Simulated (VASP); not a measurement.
Write the native input for VASP 6.6.1 that does the following.

| Item | Value |
| --- | --- |
| Task | relaxation of cell and atoms |
| Functional | PBE |
| Potentials or basis | VASP PAW PBE potentials, release 64 (Be, Cd, S) |
| Cutoff | 520 eV |
| k mesh | 3 × 3 × 3 |
| Occupations | gaussian, width 0.15 eV |
| Spin | no spin polarisation |
| Further INCAR settings | PREC = Normal; ALGO = Fast; EDIFF = 0.0001; IBRION = 2; EDIFFG = -0.08; NSW = 24; ISIF = 3 |

The structure of BeCd2S3 lies in POSCAR:

```
BeCd2S3
1.0
    5.6976733400      0.0000000000      0.0000000000
   -2.8488366700      4.9343298600      0.0000000000
    0.0000000000      0.0000000000      4.7676537000
Be Cd S
1 2 3
Direct
    0.0000000000      0.0000000000      0.0000000000
    0.6666666700      0.3333333300      0.0000000000
    0.3333333300      0.6666666700      0.0000000000
    0.5000000000      0.5000000000      0.5000000000
    0.5000000000      0.0000000000      0.5000000000
    0.0000000000      0.5000000000      0.5000000000
```

The cell was built by a generator and needn't be a form met in nature.

These files were run (other wordings do the same):

INCAR

```
SYSTEM = BeCd2S3
ALGO = Fast
EDIFF = 1E-4
EDIFFG = -0.08
ENCUT = 520
GGA = PE
IBRION = 2
ISIF = 3
ISMEAR = 0
LASPH = .True.
LCHARG = .False.
LREAL = .False.
LWAVE = .False.
NELM = 60
NSW = 24
PREC = Normal
SIGMA = 0.15
```

KPOINTS

```
k-points
0
Gamma
  3 3 3
  0 0 0
```

Potentials or basis: VASP PAW PBE potentials, release 64 (Be, Cd, S).

The run is started by

```sh
$ cat potpaw_PBE.64/Be/POTCAR potpaw_PBE.64/Cd/POTCAR potpaw_PBE.64/S/POTCAR > POTCAR
$ mpirun -np 1 vasp_std > vasp.out
```

It gave:

```
Relaxed volume                         : 25.47 Å³/atom
Relaxed cell                           : a = 8.060 Å, b = 8.060 Å, c = 2.716 Å, α = 90.00°, β = 90.00°, γ = 120.00°
Space group after relaxing (to 0.05 Å) : P6/mmm (No. 191)
Energy gained by relaxing              : 394.7 meV/atom
Ionic steps                            : 18
Pressure after relaxing                : 0.1 GPa
Band gap on the k mesh                 : none (metal or under the smearing width)
```

Caveat: the k mesh is coarse (spacing up to 0.44 Å⁻¹), so the values aren't converged.

It took 3.8 min on 1 thread of Intel(R) Xeon(R) Platinum 8259CL CPU @ 2.50GHz (Skylake/Cascade Lake) (shared host), peak memory 0.19 GiB.
